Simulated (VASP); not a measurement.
## GW on CdSe: a test of the settings

Aim: test the GW correction to the gap of CdSe. The starting structure is a cell with measured lattice constants from the literature and the atomic positions of a computed structure of the Materials Project. Cell and atoms stay as given.

Program: VASP 6.6.1. Level of theory: GW on LDA orbitals, with plane waves and PAW data sets made for GW. Results are calculated unless marked as measured.

### 1. The starting structure

The structure is cubic, space group F-43m (No. 216). The conventional cell has a = 6.050 Å, b = 6.050 Å, c = 6.050 Å, α = 90.00°, β = 90.00°, γ = 90.00°. Nearest to Cd lie 4 Se at 2.62 Å. Se has 4 Cd at 2.62 Å nearest. Farther neighbours and most contacts between anions are not listed.

As a file:

```cif
data_structure
_symmetry_space_group_name_H-M 'P 1'
_symmetry_Int_Tables_number 1
_cell_length_a 4.2780
_cell_length_b 4.2780
_cell_length_c 4.2780
_cell_angle_alpha 60.000
_cell_angle_beta 60.000
_cell_angle_gamma 60.000
_cell_volume 55.36
loop_
_atom_site_label
_atom_site_type_symbol
_atom_site_fract_x
_atom_site_fract_y
_atom_site_fract_z
_atom_site_occupancy
Cd1 Cd 0.00000 0.00000 0.00000 1
Se2 Se 0.25000 0.25000 0.25000 1
```

### 2. G0W0 (response cutoff 100 eV, 3×3×3 mesh)

It reads the orbitals and their derivatives (WAVECAR and WAVEDER) of a run with the empty bands, which follows a ground-state run; neither is shown.

INCAR reads:

```
SYSTEM = CdSe
PREC = Accurate
ENCUT = 300
ISMEAR = 0
SIGMA = 0.01
LREAL = .FALSE.
GGA = CA
NBANDS = 128
ALGO = EVGW0
NELMGW = 1
ENCUTGW = 100
NOMEGA = 40
PRECFOCK = Fast
NBANDSGW = 20
LWAVE = .FALSE.
LCHARG = .FALSE.
```

POSCAR reads:

```
CdSe
1.0
    0.0000000000      3.0250000000      3.0250000000
    3.0250000000      0.0000000000      3.0250000000
    3.0250000000      3.0250000000      0.0000000000
Cd Se
1 1
Direct
    0.0000000000      0.0000000000      0.0000000000
    0.2500000000      0.2500000000      0.2500000000
```

KPOINTS reads:

```
Automatic mesh
0
Gamma
3 3 3
0 0 0
```

Potentials, in the order of the species: Cd_GW and Se_GW (LDA family, release 64).

On the command line:

```bash
> mpirun -np 4 vasp_std
```

What it wrote:

```text
[banner, memory and clock lines left out]
running    4 mpi-ranks, on    1 nodes
 distrk:  each k-point on    4 cores,    1 groups
 distr:  one band on    1 cores,    4 groups

 POSCAR found type information on POSCAR CdSe
 POSCAR found :  2 types and       2 ions
|                                                                             |
|           W    W    AA    RRRRR   N    N  II  N    N   GGGG   !!!           |
|           W    W   A  A   R    R  NN   N  II  NN   N  G    G  !!!           |
|           W    W  A    A  R    R  N N  N  II  N N  N  G       !!!           |
|           W WW W  AAAAAA  RRRRR   N  N N  II  N  N N  G  GGG   !            |
|           WW  WW  A    A  R   R   N   NN  II  N   NN  G    G                |
|           W    W  A    A  R    R  N    N  II  N    N   GGGG   !!!           |
|                                                                             |
|     The default for ENCUTGWSOFT is different in this version of VASP.       |
|     please manually set ENCUTGWSOFT =100 in the INCAR file.                 |
|                                                                             |

 LDA part: xc-table for (Slater(with rela. corr.)+CA(PZ))
 , standard interpolation
 found WAVECAR, reading the header
 POSCAR, INCAR and KPOINTS ok, starting setup
 FFT: planning ... GRIDC
 FFT: planning ... GRID_SOFT
 FFT: planning ... GRID
 reading WAVECAR
 the WAVECAR file was read successfully
 initial charge from wavefunction
 available memory per node:    126.11 GB, setting MAXMEM to    129134

 The Fermi energy was updated, please check that it is located mid-gap
 values below the HOMO (VB) or above the LUMO (CB) will cause erroneous energies
 E-fermi :   2.3680

 calculate exact exchange contribution
 the WAVEDER file was read successfully
|                                                                             |
|           W    W    AA    RRRRR   N    N  II  N    N   GGGG   !!!           |
|           W    W   A  A   R    R  NN   N  II  NN   N  G    G  !!!           |
|           W    W  A    A  R    R  N N  N  II  N N  N  G       !!!           |
|           W WW W  AAAAAA  RRRRR   N  N N  II  N  N N  G  GGG   !            |
|           WW  WW  A    A  R   R   N   NN  II  N   NN  G    G                |
|           W    W  A    A  R    R  N    N  II  N    N   GGGG   !!!           |
|                                                                             |
|     Automatic setting of frequency mesh for GW failed. Frequency mesh       |
|     properly not suitable for determining QP energies. Consider             |
|     increasing number of kpoints.                                           |
|                                                                             |

energies w=
    0.000    0.000    0.438    0.000    0.873    0.000    1.302    0.000
    1.725    0.000    2.140    0.000    2.545    0.000    2.941    0.000
    3.328    0.000    3.707    0.000    4.080    0.000    4.448    0.000
    4.813    0.000    5.176    0.000    5.540    0.000    5.908    0.000
    6.281    0.000    6.664    0.000    7.059    0.000    7.470    0.000
    7.901    0.000    8.359    0.000    8.849    0.000    9.379    0.000
    9.958    0.000   10.600    0.000   11.319    0.000   12.138    0.000
   13.084    0.000   14.197    0.000   15.534    0.000   17.176    0.000
   19.250    0.000   21.958    0.000   25.652    0.000   30.986    0.000
   39.345    0.000   54.262    0.000   88.202    0.000  239.351    0.000
 responsefunction array rank=     140
 LDA part: xc-table for (Slater(with rela. corr.)+CA(PZ))
 , standard interpolation

 min. memory requirement per mpi rank     75.5 MB, per node    302.1 MB

 allocating  10 responsefunctions rank=   140
 shmem allocating  40 responsefunctions rank=   140
 response function shared by NCSHMEM nodes    1
 Doing           10  frequencies on each core in blocks of           40
NQ=   1    0.0000    0.0000    0.0000,
|.........|.........|.........|.........|.........|.........|.........|.........
 performed         78000 updates of chi_q(r,r)
 total number of BLAS operations         11.76 Gflops
NQ=   2    0.3333    0.0000    0.0000,
|.........|.........|.........|.........|.........|.........|.........|.........
 performed        222000 updates of chi_q(r,r)
 total number of BLAS operations         33.83 Gflops
NQ=   3    0.3333    0.3333    0.0000,
|.........|.........|.........|.........|.........|.........|.........|.........
 performed        371000 updates of chi_q(r,r)
 total number of BLAS operations         53.80 Gflops
NQ=   4   -0.3333    0.3333    0.0000,
|.........|.........|.........|.........|.........|.........|.........|.........
 performed        556000 updates of chi_q(r,r)
 total number of BLAS operations         75.93 Gflops
 resolving degeneracies of screened two electron integrals

 calculate QP shifts <psi_nk| G(iteration)W_0 |psi_nk>: iteration 1
 entering main loop
```

The job ended after 9.8 s (4 MPI ranks of Intel Xeon Platinum 8259CL at 2.50GHz (Skylake/Cascade Lake), shared host; peak memory 0.53 GiB; 35 s of CPU time).

Lines that name or quote the potential files are left out of all logs, and their timing lines are given in words.

OUTCAR, selected parts (step 2):

```text
ion  position               nearest neighbor table
   1  0.000  0.000  0.000-   2 2.62   2 2.62   2 2.62   2 2.62
   2  0.250  0.250  0.250-   1 2.62   1 2.62   1 2.62   1 2.62

  LATTYP: Found a face centered cubic cell.
 ALAT       =     6.0500000000

 Subroutine GETGRP returns: Found 24 space group operations
 (whereof 24 operations were pure point group operations)

The static configuration has the point symmetry T_d .

 Found      4 irreducible k-points:

   k-points           NKPTS =      4   k-points in BZ     NKDIM =     27   number of bands    NBANDS=    128

   dimension x,y,z NGX =    24 NGY =   24 NGZ =   24
   dimension x,y,z NGXF=    48 NGYF=   48 NGZF=   48

   ENCUT  =  300.0 eV  22.05 Ry    4.70 a.u.   6.04  6.04  6.04*2*pi/ulx,y,z

   NELECT =      18.0000    total number of electrons

  energy-cutoff  :      300.00
  volume of cell :       55.36
      direct lattice vectors                 reciprocal lattice vectors
     0.000000000  3.025000000  3.025000000    -0.165289256  0.165289256  0.165289256
     3.025000000  0.000000000  3.025000000     0.165289256 -0.165289256  0.165289256
     3.025000000  3.025000000  0.000000000     0.165289256  0.165289256 -0.165289256

 k-points in reciprocal lattice and weights: Automatic mesh
   0.00000000  0.00000000  0.00000000       0.037
   0.33333333  0.00000000  0.00000000       0.296
   0.33333333  0.33333333  0.00000000       0.222
  -0.33333333  0.33333333  0.00000000       0.444

 E-fermi :   2.3680

 QP shifts <psi_nk| G(iteration)W_0 |psi_nk>: iteration 1
 for sc-GW calculations column KS-energies equals QP-energies in previous step
 and V_xc(KS)=  KS-energies - (<T + V_ion + V_H > + <T+V_H+V_ion>^1  + <V_x>^1)
 k-point   1 :       0.0000    0.0000    0.0000
  band No.  KS-energies  QP-energies   sigma(KS)   V_xc(KS)     V^pw_x(r,r')   Z            occupation Imag(sigma)
    ...
      6      -5.4886      -7.0382     -17.7334     -15.5271     -23.1102       0.7024       2.0000       0.4330
      7       2.2105       1.8505     -13.4005     -12.9222     -15.5025       0.7527       2.0000       0.2063
      8       2.2105       1.8505     -13.4005     -12.9222     -15.5025       0.7527       2.0000       0.2063
      9       2.2105       1.8505     -13.4005     -12.9222     -15.5025       0.7527       2.0000       0.2063
     10       2.5254       3.0029      -9.5563     -10.1727      -5.5886       0.7745       0.0000      -0.0836
     11       7.9247       8.3475      -9.1434      -9.6962      -4.6445       0.7646       0.0000      -0.1526
     12       7.9247       8.3475      -9.1434      -9.6962      -4.6445       0.7646       0.0000      -0.1526
     13       7.9247       8.3475      -9.1434      -9.6962      -4.6445       0.7646       0.0000      -0.1526
    ...

 k-point   2 :       0.3333    0.0000    0.0000
  band No.  KS-energies  QP-energies   sigma(KS)   V_xc(KS)     V^pw_x(r,r')   Z            occupation Imag(sigma)
    ...
      6      -5.4782      -6.9937     -17.5693     -15.4171     -22.9515       0.7042       2.0000       0.4524
      7      -1.4973      -1.9631     -11.9132     -11.2730     -14.5429       0.7276       2.0000       0.3062
      8       1.5921       1.2035     -13.0012     -12.4806     -15.1670       0.7464       2.0000       0.2123
      9       1.5921       1.2035     -13.0012     -12.4806     -15.1670       0.7464       2.0000       0.2123
     10       4.3713       4.8345      -9.5888     -10.1886      -5.4528       0.7722       0.0000      -0.1036
     11       8.5162       8.9172      -9.1007      -9.6273      -4.5345       0.7615       0.0000      -0.1690
     12       8.5162       8.9172      -9.1007      -9.6273      -4.5345       0.7615       0.0000      -0.1690
     13       8.5619       8.9729      -9.3439      -9.8901      -4.7389       0.7526       0.0000      -0.2025
    ...

 k-point   3 :       0.3333    0.3333    0.0000
  band No.  KS-energies  QP-energies   sigma(KS)   V_xc(KS)     V^pw_x(r,r')   Z            occupation Imag(sigma)
    ...
      6      -5.3863      -6.8461     -17.3563     -15.2872     -22.7145       0.7055       2.0000       0.4679
      7      -1.2702      -1.7229     -12.4218     -11.8013     -14.9830       0.7296       2.0000       0.2955
      8       0.6604       0.2323     -12.3827     -11.8022     -14.6820       0.7375       2.0000       0.2249
      9       0.6604       0.2323     -12.3827     -11.8022     -14.6820       0.7375       2.0000       0.2249
     10       5.4023       5.6794      -8.3258      -8.6826      -4.3159       0.7766       0.0000      -0.1287
     11       5.9022       6.3420     -10.0262     -10.6034      -5.7442       0.7621       0.0000      -0.1165
     12       9.9758      10.3016      -8.6341      -9.0633      -3.9560       0.7591       0.0000      -0.2396
     13      10.6963      11.1978      -9.6560     -10.3293      -4.5641       0.7448       0.0000      -0.2780
    ...

 k-point   4 :      -0.3333    0.3333    0.0000
  band No.  KS-energies  QP-energies   sigma(KS)   V_xc(KS)     V^pw_x(r,r')   Z            occupation Imag(sigma)
    ...
      6      -5.0310      -6.4667     -17.6045     -15.5786     -22.9656       0.7086       2.0000       0.4725
      7      -1.9819      -2.4260     -11.8148     -11.1995     -14.5317       0.7216       2.0000       0.3341
      8      -0.5158      -0.9970     -11.5933     -10.9384     -14.0219       0.7346       2.0000       0.2565
      9       0.8431       0.4228     -12.5220     -11.9539     -14.7934       0.7398       2.0000       0.2210
     10       5.8527       6.2398      -9.2129      -9.7169      -4.9827       0.7682       0.0000      -0.1246
     11       7.6394       8.0905      -9.8709     -10.4712      -5.3855       0.7514       0.0000      -0.1667
     12       9.6377      10.0469      -9.2046      -9.7468      -4.5366       0.7547       0.0000      -0.2255
     13      10.0480      10.4990      -9.3211      -9.9203      -4.4078       0.7528       0.0000      -0.2378
    ...
```

G0W0 (response cutoff 100 eV, 3×3×3 mesh): the quasiparticle gap on this mesh is 1.152 eV, +0.838 eV from the LDA gap on the same points, with 128 bands.

### 3. G0W0 (response cutoff 160 eV, 3×3×3 mesh)

It reads the orbitals and their derivatives (WAVECAR and WAVEDER) of a run with the empty bands, which follows a ground-state run; neither is shown.

INCAR: that of step 2 with these lines changed.

```diff
@@ -7,6 +7,6 @@
 GGA = CA
-NBANDS = 128
+NBANDS = 256
 ALGO = EVGW0
 NELMGW = 1
-ENCUTGW = 100
+ENCUTGW = 160
 NOMEGA = 40
```

POSCAR is that of step 2.

KPOINTS is that of step 2.

On the command line:

```bash
> mpirun -np 4 vasp_std
```

What it wrote:

```text
[banner, memory and clock lines left out]
running    4 mpi-ranks, on    1 nodes
[...]
|                                                                             |
|           W    W    AA    RRRRR   N    N  II  N    N   GGGG   !!!           |
|           W    W   A  A   R    R  NN   N  II  NN   N  G    G  !!!           |
|           W    W  A    A  R    R  N N  N  II  N N  N  G       !!!           |
|           W WW W  AAAAAA  RRRRR   N  N N  II  N  N N  G  GGG   !            |
|           WW  WW  A    A  R   R   N   NN  II  N   NN  G    G                |
|           W    W  A    A  R    R  N    N  II  N    N   GGGG   !!!           |
|                                                                             |
|     The default for ENCUTGWSOFT is different in this version of VASP.       |
|     please manually set ENCUTGWSOFT =160 in the INCAR file.                 |
|                                                                             |

 LDA part: xc-table for (Slater(with rela. corr.)+CA(PZ))
[...]
min. memory requirement per mpi rank    127.5 MB, per node    510.0 MB

 allocating  10 responsefunctions rank=   260
 shmem allocating  40 responsefunctions rank=   260
 response function shared by NCSHMEM nodes    1
 Doing           10  frequencies on each core in blocks of           40
NQ=   1    0.0000    0.0000    0.0000,
|.........|.........|.........|.........|.........|.........|.........|.........
 performed        161000 updates of chi_q(r,r)
 total number of BLAS operations         86.40 Gflops
NQ=   2    0.3333    0.0000    0.0000,
|.........|.........|.........|.........|.........|.........|.........|.........
 performed        455000 updates of chi_q(r,r)
 total number of BLAS operations        240.61 Gflops
NQ=   3    0.3333    0.3333    0.0000,
|.........|.........|.........|.........|.........|.........|.........|.........
 performed        759000 updates of chi_q(r,r)
 total number of BLAS operations        387.96 Gflops
NQ=   4   -0.3333    0.3333    0.0000,
|.........|.........|.........|.........|.........|.........|.........|.........
 performed       1135000 updates of chi_q(r,r)
 total number of BLAS operations        585.11 Gflops
 resolving degeneracies of screened two electron integrals

 calculate QP shifts <psi_nk| G(iteration)W_0 |psi_nk>: iteration 1
 entering main loop
[key lines of the parts left out:]
E-fermi :   2.3680
```

Elapsed: 20 s, on 4 MPI ranks; peak memory 0.76 GiB.

From OUTCAR (step 3):

```text
 QP shifts <psi_nk| G(iteration)W_0 |psi_nk>: iteration 1
 for sc-GW calculations column KS-energies equals QP-energies in previous step
 and V_xc(KS)=  KS-energies - (<T + V_ion + V_H > + <T+V_H+V_ion>^1  + <V_x>^1)
 k-point   1 :       0.0000    0.0000    0.0000
  band No.  KS-energies  QP-energies   sigma(KS)   V_xc(KS)     V^pw_x(r,r')   Z            occupation Imag(sigma)
    ...
      6      -5.4886      -7.4159     -18.2712     -15.5271     -23.1102       0.7023       2.0000      -0.0699
      7       2.2105       1.6419     -13.6884     -12.9222     -15.5025       0.7421       2.0000      -0.1382
      8       2.2105       1.6419     -13.6884     -12.9222     -15.5025       0.7421       2.0000      -0.1382
      9       2.2105       1.6419     -13.6884     -12.9222     -15.5025       0.7421       2.0000      -0.1382
     10       2.5254       2.7742      -9.8491     -10.1727      -5.5886       0.7686       0.0000      -0.3974
     11       7.9247       8.1828      -9.3548      -9.6962      -4.6445       0.7556       0.0000      -0.3126
     12       7.9247       8.1828      -9.3548      -9.6962      -4.6445       0.7556       0.0000      -0.3126
     13       7.9247       8.1828      -9.3548      -9.6962      -4.6445       0.7556       0.0000      -0.3126
    ...

[... 1 part as in an earlier step ...]

[... 2 further parts left out ...]
[key lines of the parts left out:]
E-fermi :   2.3680
```

G0W0 (response cutoff 160 eV, 3×3×3 mesh): the quasiparticle gap on this mesh is 1.132 eV, +0.817 eV from the LDA gap on the same points, with 256 bands.

(Continued in part 2 of 3.)

[Lines on the potential files, build, host, timing and source positions are cut from VASP's logs without a mark.]

[Logs are printed without paths, hosts, clocks, repeated set-up lines and the standing remarks that a program may print on its own settings, such as how far it seeks lower states.]

[Hosts, paths, dates, database ids (printed as entryN), source tags and the programs' standing remarks are cut or masked in the printed files.]
